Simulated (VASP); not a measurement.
Runs of VASP 6.6.1 on InAs. Symmetry: F-43m, No. 216, cubic system. The conventional cell has a = 6.036 Å, b = 6.036 Å, c = 6.036 Å, α = 90.00°, β = 90.00°, γ = 90.00°. In (site symmetry -43m) has 4 As at 2.61 Å as nearest neighbours. As (site symmetry -43m) is surrounded by 4 In at 2.61 Å. 

```tsv
k mesh	cutoff (eV)	mesh quality	gap on the mesh (eV)	pressure (GPa)
4 × 4 × 4	520	coarse	none	4.9
6 × 6 × 6	400	not flagged	none	4.4
6 × 6 × 6	600	not flagged	none	(a)
8 × 8 × 8	520	not flagged	none	4.4
```

Alike in all rows: task single point; level PBE; potentials or basis VASP PAW PBE potentials, release 64 (In_d, As); no spin polarisation; cell as given; smearing gaussian 0.02 eV.

Question: Fill in the values left out.

Answer: (a) 4.5.

Caveats: some runs use coarse meshes; this crystal is a semiconductor, whose small gap the functional closes, so the metal is an error of the method.

A k mesh can miss the band edges, and the runs leave out spin-orbit coupling on As, In.

A gap of «none» marks a metal or a gap under the smearing width.
